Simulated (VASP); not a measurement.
Data:

```
CELL_PARAMETERS angstrom
      3.95674     0.00000     0.00000
      0.00000     2.84176     2.85512
      0.00000    -2.84176     2.85512
ATOMIC_POSITIONS crystal
  Ba 0.00000 0.00407 0.00407
  Ti 0.50000 0.51785 0.51785
  O  0.50000 0.98005 0.49053
  O  0.50000 0.49053 0.98005
  O  0.00000 0.48739 0.48739
```

Calculation: PBEsol GGA with spin-orbit coupling, VASP's PBE PAW potentials (set 64) (plane waves; VASP). Settings: 520 eV cut-off, 5×5×5 Γ-centred mesh, Gaussian smearing of 0.050 eV, potentials Ba_sv Ti_sv O.

Task: Estimate the energy per atom (σ→0), band gap (over mesh and band path) with the smallest direct gap where there is one.

Result: 
```json
{
 "band gap (over mesh and band path)": "2.11 eV",
 "smallest direct gap (over mesh and band path)": "2.47 eV",
 "energy per atom (σ→0)": "-8.441 eV/atom"
}
```

The structure comes from a computed database's BaTiO3 entry (Amm2); how it stands against other phases isn't given here. It was relaxed first.
